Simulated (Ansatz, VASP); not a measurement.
# TiC: VASP beside Ansatz

Wanted: the spread between two codes on one cell, functional and k mesh. The cell is taken from a series of runs on this material, whose earlier steps may have relaxed, scaled, displaced or heated it; both programs get it as it stands.

Calculated with Ansatz 0.2.0; plane waves, with VASP 6.6.1 beside it; zone-centre phonons at LDA.

**1. The structure**

Symmetry: R-3m, No. 166, trigonal system. Conventional cell: a = 3.133 Å, b = 3.133 Å, c = 7.195 Å, α = 90.00°, β = 90.00°, γ = 120.00°. Nearest to C lie 6 Ti at 2.17 Å. Ti has 6 C at 2.17 Å nearest. Farther neighbours are not listed.

**2. VASP: zone-centre phonons, LDA**

Second derivatives magnify differences that forces hide, and they need a tight electronic threshold.

Lines of VASP's logs that name or quote its potential files are left out, and so is its time.

The input, INCAR:

```
SYSTEM = TiC
PREC = Accurate
ENCUT = 600
EDIFF = 1E-08
NELM = 120
ISMEAR = 1
SIGMA = 0.2
LREAL = .FALSE.
ALGO = Normal
GGA = CA
NBANDS = 14
LASPH = .TRUE.
LORBIT = 11
LWAVE = .FALSE.
LCHARG = .FALSE.
ISIF = 2
IBRION = 8
GGA_COMPAT = .FALSE.
KPAR = 2
```

The input, POSCAR:

```
TiC
1.0
   -0.0923710417      2.1232588731      2.1232588731
    2.1232588731     -0.0923710417      2.1232588731
    2.1232588731      2.1232588731     -0.0923710417
C Ti
1 1
Direct
    0.5000000000      0.5000000000      0.5000000000
    0.0000000000      0.0000000000      0.0000000000
```

The input, KPOINTS:

```
Automatic mesh
0
Gamma
16 16 16
0 0 0
```

PAW data sets: C and Ti_sv (LDA family, release 64).

On the command line:

```
$ mpirun -np 2 vasp_std
```

Numbers of over 12 decimals in the logs are rounded to 6 here.

The log of the run:

```text
[banner, memory and clock lines left out]
running    2 mpi-ranks, on    1 nodes
 distrk:  each k-point on    1 cores,    2 groups
 distr:  one band on    1 cores,    1 groups

 POSCAR found type information on POSCAR C Ti
 POSCAR found :  2 types and       2 ions
 LDA part: xc-table for (Slater(with rela. corr.)+CA(PZ))
 , standard interpolation
 POSCAR, INCAR and KPOINTS ok, starting setup
 FFT: planning ... GRIDC
 FFT: planning ... GRID_SOFT
 FFT: planning ... GRID
 WAVECAR not read
 entering main loop
       N       E                     dE             d eps       ncg     rms          rms(c)
DAV:   1     0.125628811330E+03    0.12563E+03   -0.88780E+03 11690   0.150E+03
DAV:   2    -0.171982612039E+02   -0.14283E+03   -0.13456E+03 12294   0.368E+02
DAV:   3    -0.256445219872E+02   -0.84463E+01   -0.82474E+01 15578   0.862E+01
DAV:   4    -0.259914483688E+02   -0.34693E+00   -0.34665E+00 14616   0.160E+01
DAV:   5    -0.259995284358E+02   -0.80801E-02   -0.80794E-02 15832   0.217E+00    0.179E+01
DAV:   6    -0.212675800692E+02    0.47319E+01   -0.13771E+01 16908   0.603E+01    0.739E+00
DAV:   7    -0.205075272095E+02    0.76005E+00   -0.26063E+00 14236   0.242E+01    0.495E+00
DAV:   8    -0.204799168825E+02    0.27610E-01   -0.12646E-01 12696   0.364E+00    0.372E+00
DAV:   9    -0.204454166627E+02    0.34500E-01   -0.14084E-01 14420   0.501E+00    0.682E-01
DAV:  10    -0.204455504395E+02   -0.13378E-03   -0.13677E-02 15134   0.129E+00    0.652E-01
DAV:  11    -0.204428933475E+02    0.26571E-02   -0.44392E-03 13144   0.101E+00    0.292E-01
DAV:  12    -0.204425227962E+02    0.37055E-03   -0.72102E-04 15164   0.403E-01    0.516E-02
DAV:  13    -0.204425070249E+02    0.15771E-04   -0.75154E-05 13884   0.106E-01    0.125E-02
DAV:  14    -0.204425063014E+02    0.72352E-06   -0.29238E-06 13966   0.197E-02    0.378E-03
DAV:  15    -0.204425061952E+02    0.10614E-06   -0.22341E-07 14052   0.641E-03    0.227E-03
DAV:  16    -0.204425061486E+02    0.46634E-07   -0.75791E-08 17950   0.392E-03    0.423E-04
DAV:  17    -0.204425061479E+02    0.73464E-09   -0.47496E-09  7434   0.744E-04
   1 F= -.20442506E+02 E0= -.20442784E+02  d E =0.833435E-03
 Linear response reoptimize wavefunctions to high precision
DAV:   1    -0.204425061478E+02    0.31150E-10   -0.47870E-10  8202   0.275E-04
 Linear response DOF=           2
 Linear response progress:
  Degree of freedom:   1/  2
       N       E                     dE             d eps       ncg     rms          rms(c)
RMM:   1    -0.124065433360E+00   -0.12407E+00   -0.46041E-02 67590   0.219E+00
RMM:   2    -0.115275741124E+00    0.87897E-02   -0.52065E-03 60579   0.534E-01    0.137E-01
RMM:   3    -0.115903525997E+00   -0.62778E-03   -0.17671E-03 63174   0.229E-01    0.632E-02
RMM:   4    -0.116845875186E+00   -0.94235E-03   -0.64289E-04 64459   0.138E-01    0.144E-02
RMM:   5    -0.116957425798E+00   -0.11155E-03   -0.13604E-04 73631   0.551E-02    0.262E-03
RMM:   6    -0.116943890930E+00    0.13535E-04   -0.19046E-05 72974   0.227E-02    0.126E-03
RMM:   7    -0.116940794602E+00    0.30963E-05   -0.41043E-06 75123   0.106E-02    0.665E-04
RMM:   8    -0.116944154698E+00   -0.33601E-05   -0.54914E-07 73479   0.518E-03    0.314E-04
RMM:   9    -0.116942084425E+00    0.20703E-05   -0.19589E-07 75565   0.280E-03    0.122E-04
RMM:  10    -0.116942003364E+00    0.81061E-07   -0.51617E-07 73675   0.148E-03    0.499E-05
RMM:  11    -0.116942001311E+00    0.20531E-08   -0.60889E-08 75839   0.804E-04    0.381E-05
 first order change of Fermi-energy   0.74550E-05
 force on displaced ion       1 direction 1 :  -8.778   0.707   0.707
 Linear response progress:
  Degree of freedom:   2/  2
       N       E                     dE             d eps       ncg     rms          rms(c)
RMM:   1    -0.684723263681E+00   -0.68472E+00    0.80609E+00 30835   0.132E+02
RMM:   2    -0.662411126797E+00    0.22312E-01   -0.24166E-01 52681   0.501E+00    0.216E-01
RMM:   3    -0.660994727192E+00    0.14164E-02   -0.18269E-02 63064   0.118E+00    0.105E-01
RMM:   4    -0.660153508572E+00    0.84122E-03   -0.74191E-03 69841   0.511E-01    0.215E-02
RMM:   5    -0.660660015265E+00   -0.50651E-03   -0.11853E-03 73674   0.206E-01    0.101E-02
RMM:   6    -0.660969700525E+00   -0.30969E-03   -0.31204E-04 74812   0.887E-02    0.740E-03
RMM:   7    -0.661411228971E+00   -0.44153E-03   -0.71908E-05 66264   0.471E-02    0.462E-03
RMM:   8    -0.661341100104E+00    0.70129E-04   -0.35069E-05 73460   0.238E-02    0.892E-04
RMM:   9    -0.661302782474E+00    0.38318E-04   -0.18076E-05 74681   0.137E-02    0.756E-04
RMM:  10    -0.661328231272E+00   -0.25449E-04   -0.13818E-05 72849   0.806E-03    0.170E-04
RMM:  11    -0.661337017442E+00   -0.87862E-05   -0.10000E-05 76197   0.535E-03    0.301E-05
RMM:  12    -0.661337002899E+00    0.14543E-07   -0.78856E-06 78161   0.367E-03    0.733E-05
RMM:  13    -0.661339778792E+00   -0.27759E-05   -0.58585E-06 71738   0.277E-03    0.334E-05
RMM:  14    -0.661341245213E+00   -0.14664E-05   -0.45816E-06 75382   0.214E-03    0.150E-05
[...]
RMM:  18    -0.661341970121E+00   -0.54924E-07   -0.21114E-06 77170   0.103E-03    0.290E-05
RMM:  19    -0.661342324876E+00   -0.35475E-06   -0.17466E-06 66344   0.887E-04    0.262E-05
RMM:  20    -0.661342390436E+00   -0.65560E-07   -0.14177E-06 77202   0.766E-04    0.306E-05
RMM:  21    -0.661342446179E+00   -0.55743E-07   -0.12437E-06 74913   0.669E-04    0.346E-05
RMM:  22    -0.661342424636E+00    0.21543E-07   -0.10160E-06 69988   0.588E-04    0.397E-05
RMM:  23    -0.661342507302E+00   -0.82667E-07   -0.91581E-07 64900   0.519E-04    0.416E-05
RMM:  24    -0.661342571404E+00   -0.64102E-07   -0.72756E-07 68449   0.458E-04    0.442E-05
RMM:  25    -0.661342603124E+00   -0.31720E-07   -0.65903E-07 63843   0.406E-04    0.451E-05
 first order change of Fermi-energy   0.63626E-04
 force on displaced ion       2 direction 1 :  -8.777   0.704   0.704
 Linear response finished
```

Parts of OUTCAR (step 2):

```text
ion  position               nearest neighbor table
   1  0.500  0.500  0.500-   2 2.17   2 2.17   2 2.17   2 2.17   2 2.17   2 2.17
   2  0.000  0.000  0.000-   1 2.17   1 2.17   1 2.17   1 2.17   1 2.17   1 2.17

  LATTYP: Found a trigonal (rhomboedric) cell.
 ALAT       =     3.0041619287
 COS(alpha) =     0.4560640487

 Subroutine GETGRP returns: Found 12 space group operations
 (whereof 12 operations were pure point group operations)

The static configuration has the point symmetry D_3d.

 Found    417 irreducible k-points:

   k-points           NKPTS =    417   k-points in BZ     NKDIM =    417   number of bands    NBANDS=     14

   dimension x,y,z NGX =    24 NGY =   24 NGZ =   24
   dimension x,y,z NGXF=    48 NGYF=   48 NGZF=   48

   ENCUT  =  600.0 eV  44.10 Ry    6.64 a.u.   6.00  6.00  6.00*2*pi/ulx,y,z

   NELECT =      16.0000    total number of electrons

 k-points in reciprocal lattice and weights: Automatic mesh
   0.00000000  0.00000000  0.00000000       0.000
   0.06250000  0.00000000  0.00000000       0.001
   0.12500000  0.00000000  0.00000000       0.001
   0.18750000  0.00000000  0.00000000       0.001
   0.25000000  0.00000000  0.00000000       0.001
   0.31250000  0.00000000  0.00000000       0.001
   0.37500000  0.00000000  0.00000000       0.001
   0.43750000  0.00000000  0.00000000       0.001
   0.50000000  0.00000000  0.00000000       0.001
[...]
-0.43750000  0.50000000  0.43750000       0.001
   0.50000000  0.50000000  0.50000000       0.000

 average (electrostatic) potential at core
       1 -48.8461       2 -71.2795

  Total       -1.6397424     -1.6397424     -1.6397424      0.8505844      0.8505844      0.8505844
  in kB     -128.8279054   -128.8279054   -128.8279054     66.8269622     66.8269622     66.8269622
  external PRESSURE =    -128.8279054 kB  Pullay stress =       0.0000000 kB

  energy-cutoff  :      600.00
  volume of cell :       20.39
      direct lattice vectors                 reciprocal lattice vectors
    -0.092371042  2.123258873  2.123258873    -0.220651502  0.230687412  0.230687412
     2.123258873 -0.092371042  2.123258873     0.230687412 -0.220651502  0.230687412
     2.123258873  2.123258873 -0.092371042     0.230687412  0.230687412 -0.220651502

 POSITION                                       TOTAL-FORCE (eV/Angst)
 -----------------------------------------------------------------------------------
      2.07707      2.07707      2.07707        -0.000000     -0.000000     -0.000000
      0.00000      0.00000      0.00000         0.000000      0.000000      0.000000
 -----------------------------------------------------------------------------------
    total drift:                                0.000000     -0.000000     -0.000000

 Eigenvectors and eigenvalues of the dynamical matrix
 ----------------------------------------------------

   1 f  =   15.536644 THz    97.619613 2PiTHz  518.246656 cm-1    64.254367 meV
             X         Y         Z           dx          dy          dz
      2.077073  2.077073  2.077073    -0.319805   -0.408469    0.728274
      0.000000  0.000000  0.000000     0.160150    0.204551   -0.364701

   2 f  =   15.536644 THz    97.619613 2PiTHz  518.246656 cm-1    64.254367 meV
             X         Y         Z           dx          dy          dz
      2.077073  2.077073  2.077073     0.656299   -0.605108   -0.051191
      0.000000  0.000000  0.000000    -0.328657    0.303022    0.025635

   3 f  =   13.691601 THz    86.026869 2PiTHz  456.702666 cm-1    56.623888 meV
             X         Y         Z           dx          dy          dz
      2.077073  2.077073  2.077073    -0.516196   -0.516196   -0.516196
      0.000000  0.000000  0.000000     0.258602    0.258602    0.258602

   4 f/i=    0.001013 THz     0.006364 2PiTHz    0.033786 cm-1     0.004189 meV
             X         Y         Z           dx          dy          dz
      2.077073  2.077073  2.077073    -0.152128   -0.211843    0.363971
      0.000000  0.000000  0.000000    -0.303786   -0.423031    0.726817

   5 f/i=    0.001013 THz     0.006364 2PiTHz    0.033786 cm-1     0.004189 meV
             X         Y         Z           dx          dy          dz
      2.077073  2.077073  2.077073     0.332446   -0.297970   -0.034476
      0.000000  0.000000  0.000000     0.663865   -0.595019   -0.068846

   6 f/i=    0.001314 THz     0.008257 2PiTHz    0.043837 cm-1     0.005435 meV
             X         Y         Z           dx          dy          dz
      2.077073  2.077073  2.077073     0.258602    0.258602    0.258602
      0.000000  0.000000  0.000000     0.516196    0.516196    0.516196

 ELASTIC MODULI CONTR FROM IONIC RELAXATION (kBar)
 Direction    XX          YY          ZZ          XY          YZ          ZX
 --------------------------------------------------------------------------------
 XX           0.0000      0.0000      0.0000      0.0000      0.0000      0.0000
 YY           0.0000      0.0000      0.0000      0.0000      0.0000      0.0000
 ZZ           0.0000      0.0000      0.0000      0.0000      0.0000      0.0000
 XY           0.0000      0.0000      0.0000      0.0000      0.0000      0.0000
 YZ           0.0000      0.0000      0.0000      0.0000      0.0000      0.0000
 ZX           0.0000      0.0000      0.0000      0.0000      0.0000      0.0000
 --------------------------------------------------------------------------------
```

**3. Ansatz: zone-centre phonons, LDA**

Ansatz runs on its PAW soft_1 files.

The same cell, functional (in two slightly different forms), mesh and smearing now go to Ansatz, which takes its cutoff from its data sets.

The input, input.yaml:

```yaml
crystal:
  lattice:
    - [-0.0923710417, 2.1232588731, 2.1232588731]
    - [2.1232588731, -0.0923710417, 2.1232588731]
    - [2.1232588731, 2.1232588731, -0.0923710417]
  atoms:
    - { symbol: C, position: [0.5, 0.5, 0.5] }
    - { symbol: Ti, position: [0.0, 0.0, 0.0] }
kpoints:
  mp_grid: { grid: [16, 16, 16] }
hamiltonian:
  xc: lda
  pseudopotentials: { kind: paw, azcp: { folder: soft_1 }, xc_functional: pbe }
scf:
  occupations: { method: methfessel_paxton, width: 0.2 }
output:
  eigenvalues: true
phonons:
  method: dfpt
```

On the command line:

```
$ ansatz run input.yaml --threads 4 --pin off --max-ram 10240MiB --backend cpu --events-out ev --progress --plain --runs-dir out
```

The log of the run:

```text
Engine: ansatz 0.2.0, aarch64-unknown-linux-gnu
Pseudopotentials: kind: paw
Pseudopotential: C, paw, valence charge 4, recommended cutoff 420 eV (normal), soft_1/C.paw.azcp
Pseudopotential: Ti, paw, valence charge 12, recommended cutoff 420 eV (normal), soft_1/Ti.paw.azcp
Functional definition: SPW92
  exchange = slater_x
  correlation = pw_c
Crystal: 2 atoms, lattice volume = 20.393 Å³
Basis set: ecut = 420 eV, 393 PW (Γ), exchange–correlation on 48×48×48 points (8 copies of the dense FFT grid, shifted against one another)
Bands: 12, of which v1, the nominal top of the filled ones, is band 8 counted from 1 (7 counted from 0)
Symmetry: 12 space group operations
k-points: 1098 of 4096 (irreducible under 2 space group operations, time reversal used)
Non-local potential: C, projectors of the file, l = 0: 2, l = 1: 2, l = 2: 1
Non-local potential: Ti, projectors of the file, l = 0: 3, l = 1: 2, l = 2: 3, l = 3: 1
PAW form: soft (Blöchl's): semilocal exchange-correlation on the pseudo side does not see the compensation charge
PAW frozen core: C, regenerated for the run's functional, and the local potential with it (the file was generated under x = pbe(κ = 0.804, μ = 0.219515), c = pbe(β = 0.066725))
PAW frozen core: Ti, regenerated for the run's functional, and the local potential with it (the file was generated under x = pbe(κ = 0.804, μ = 0.219515), c = pbe(β = 0.066725))
PAW one-centre angular grid: C, 110 points (default); XC on 64 Gauss nodes
PAW one-centre angular grid: Ti, 590 points (default); XC on 64 Gauss nodes
Initial density: superposition of atomic densities (chi_scale 0.1, normalization cell, long waves kept (reshape's long-wave potential 0.00 eV rms))
Initial wavefunctions: pseudopotential atomic-orbital guess
Functional: x = slater, c = lda
SCF iter   1: F=—  HF=-2696.064836 eV  |F-HF|=—  |Δ(HF+E_count)|=         —  Δρ=1.37e-1  dr2=5.02e0  ethr=3.10e-3  ⟨swp⟩=4.2  Hψ=62669  notcnv=0
preconditioner: auto → none  [metal: Δε(μ)=0.029 eV  Ē_g=8.868 eV  σ=0.200 eV  W_gap=0.12  n_scr=8 (ndim 8)  ℏωp=23.3 eV  f_vac=0.000  D(μ)=0.16/eV (n_scr^D=0)  sad-step TF]
SCF iter   2: F=—  HF=-2695.566872 eV  |F-HF|=—  |Δ(HF+E_count)|=   4.98e-1  S|Δr|=    0.00e0  Δρ=9.54e-2  dr2=2.48e0  ethr=3.10e-3  ⟨swp⟩=2.0  Hψ=26264  notcnv=0  defer=1
SCF iter   3: F=—  HF=-2695.089256 eV  |F-HF|=—  |Δ(HF+E_count)|=   4.78e-1  S|Δr|=    0.00e0  Δρ=1.10e-2  dr2=1.74e-2  ethr=3.10e-3  ⟨swp⟩=2.9  Hψ=28453  notcnv=0  defer=1
SCF iter   4: F=—  HF=-2695.083998 eV  |F-HF|=—  |Δ(HF+E_count)|=   5.26e-3  S|Δr|=    0.00e0  Δρ=1.53e-3  dr2=2.29e-4  ethr=1.09e-4  ⟨swp⟩=2.6  Hψ=31827  notcnv=0  defer=1
SCF iter   5: F=—  HF=-2695.084101 eV  |F-HF|=—  |Δ(HF+E_count)|=   1.04e-4  S|Δr|=    0.00e0  Δρ=3.82e-4  dr2=2.32e-5  ethr=1.43e-6  ⟨swp⟩=2.0  Hψ=17593  notcnv=0  defer=1
SCF iter   6: F=—  HF=-2695.084098 eV  |F-HF|=—  |Δ(HF+E_count)|=   2.79e-6  S|Δr|=    0.00e0  Δρ=4.55e-5  dr2=3.88e-7  ethr=1.45e-7  ⟨swp⟩=2.0  Hψ=21038  notcnv=0  defer=1
SCF iter   7: F=—  HF=-2695.084099 eV  |F-HF|=—  |Δ(HF+E_count)|=   8.79e-7  S|Δr|=    0.00e0  Δρ=2.39e-6  dr2=8.58e-10  ethr=2.42e-9  ⟨swp⟩=3.0  Hψ=22108  notcnv=0
SCF iter   8: F=—  HF=-2695.084099 eV  |F-HF|=—  |Δ(HF+E_count)|=  3.56e-10  S|Δr|=    0.00e0  Δρ=1.19e-6  dr2=2.90e-10  ethr=5.36e-12  ⟨swp⟩=2.2  Hψ=18172  notcnv=0
SCF iter   9: F=-2695.084099 eV  HF=-2695.084099 eV  |F-HF|=4.55e-13  |Δ(HF+E_count)|=  8.55e-11  S|Δr|=    0.00e0  Δρ=2.67e-8  dr2=8.64e-14  ethr=1.00e-12  ⟨swp⟩=3.9  Hψ=55088  notcnv=0
the search or the solves at the SCF's close seem to have found levels that the self-consistency loop had missed (the run counts 2). By its estimate they hold under 1e-12 electrons; where the run keeps them, the occupations were computed again with them
SCF 1 converged in 9 iterations: F = -2695.084099 eV  dr2 = 8.64e-14
  greatest PAW one-centre occupation: 0.998 electrons in one spin orbital (limit 2), on the Ti atom at site 1 (counted from 0), in its partial waves of l = 0
DFPT response loops at Γ: preconditioner auto → Kerker (q_TF=auto, 2.620 Å⁻¹) (partly filled bands, converged f_vac=0.000); β = 1.00, the filter's whole step (`scf.mixing.beta` (0.50) is not read by the response loops under this deck's `scf.mixing.preconditioner`; to damp them name `kerker` or `kerker_dos`, under which they read `scf.mixing.beta`, and type it under 1.00, their step now; both keys bind the ground state too); Broyden in place of MSR1
SCF converged after 9 iterations
Stability not checked: this state was not tested for a lower state beside it, because cold or Methfessel-Paxton smearing, or corrected tetrahedra, fill the levels in a way that the test cannot read (fill_not_monotonic; see scf.lower_state_search)
Free energy (F): -2695.084099 eV
Harris-Foulkes:  -2695.084099 eV  (|F-HF|=4.55e-13)
Internal energy: -2695.084942 eV  (E = F + TS)
E sigma→0 (E₀):  -2695.084310 eV
Entropy (-TS):   0.000843 eV (0.422 meV/atom)
Fermi energy:    14.291387 eV
--- Per-component energies (eV) ---
  E_band       = -114.664875
  E_kinetic    = 365.415814
  E_local      = -836.433321  (includes V_loc(G=0)·N_el)
  E_nonlocal   = 88.100205
  E_hartree    = 326.842725
  E_xc         = -163.009265
  E_vxc        = -204.356637  (∫ρ·V_xc dr)
  E_paw        = -1084.845031  (= ΣΔE_a)
  E_vpaw       = -181.076329  (= ΣTr[D̂ρ^β])
  E_aug_tail   = -0.000065  (compensation charges beyond the density's cutoff)
  E_ewald      = -1391.544787
  E_core_change = 0.388783  (= ΣΔE_core)
  E_smearing   = 0.000843  (= −TS)
  E_closure    = -0.000000  (closes the sum)
  Σ components = -2695.084099   (vs F -2695.084099, Δ=0.00e0)
--- Band table (eV; the first three rows and the last of 1098) ---
  k-point 0: bands = [... 4 lower, 2.0375, 14.6606, 14.6606, 15.2911, 15.7824, 15.7824, 16.0091, 16.0091]
  k-point 1: bands = [... 4 lower, 2.1241, 14.2854, 14.4649, 15.0261, 15.2296, 15.4700, 16.0714, 16.8840]
  k-point 2: bands = [... 4 lower, 2.3786, 13.4603, 13.7865, 14.2745, 15.2203, 15.5535, 16.4265, 17.9391]
  k-point 1097: bands = [... 4 lower, 5.9056, 8.4620, 11.0045, 11.0045, 17.2991, 17.2991, 18.5471, 21.9767]
--- Phonons (Γ-DFPT): 2 representative perturbations + reference, on 1098 of 4096 k-points (Σ response iterations 6) ---
  k mesh reduced under 2 symmetry operations, with k and −k counted as one. Each operation leaves every solved perturbation unchanged. A smaller set is not used because it would not reduce the number of displacements times k-points to solve
  ASR residual: 6.124e-6 → 0.000e0 eV/Å²; symmetrization residual: 5.711e-7 eV/Å²
  ASR residual per site (eV/Å²): 5.27e-7 6.12e-6
  Γ frequencies (cm⁻¹): 0.00 0.00 0.00 454.31 514.90 514.90
  non-analytic LO–TO correction: not included (Born effective charges unavailable; polar crystals: no LO–TO splitting at Γ)
```

The column dr2 measures how far the density is from self-consistency, as an energy; F and HF (Harris–Foulkes) agree once it is small.

**4. Side by side**

Known differences besides the potentials themselves: the two LDA forms differ slightly; the cutoff is 420 eV in Ansatz and 600 eV in VASP; VASP's log shows a relativistic correction to its local exchange, Ansatz's none. Total energies have different zeros and are not compared.

Both answers:

| quantity | Ansatz | VASP | difference |
| --- | --- | --- | --- |
| optical mode 1 (cm⁻¹) | 454.3 | 456.7 | -0.52 % |
| optical mode 2 to 3 (cm⁻¹) | 514.9 | 518.2 | -0.65 % |

Modes are paired by rising frequency, not by their patterns, so a pair may set unlike modes beside each other; they are those without the splitting of longitudinal modes.

**5. What came out**

```yaml
r_m_s_difference_of_the_optical_zone_centre_modes_each_program_s_sorted_by_frequency_zone_centre_phonons_lda: 3.1 cm⁻¹
difference_in_optical_mode_2_to_3_zone_centre_phonons_lda: -0.6 %
```

In words: The r.m.s. difference of the optical zone-centre modes, each program's sorted by frequency is 3.1 cm⁻¹ (zone-centre phonons, LDA). Among the rows given in per cent, the largest difference of the zone-centre phonons, LDA pair is in optical mode 2 to 3, -0.6 %. Such differences can come from data sets, numerical settings and the points named under the comparisons, not from the functional's error against experiment.

[Lines on the potential files, build, host, timing and source positions are cut from VASP's logs without a mark.]

[Logs are printed without paths, hosts, clocks, repeated set-up lines and the standing remarks that a program may print on its own settings, such as how far it seeks lower states.]

[Hosts, paths, dates, database ids (printed as entryN), source tags and the programs' standing remarks are cut or masked in the printed files.]
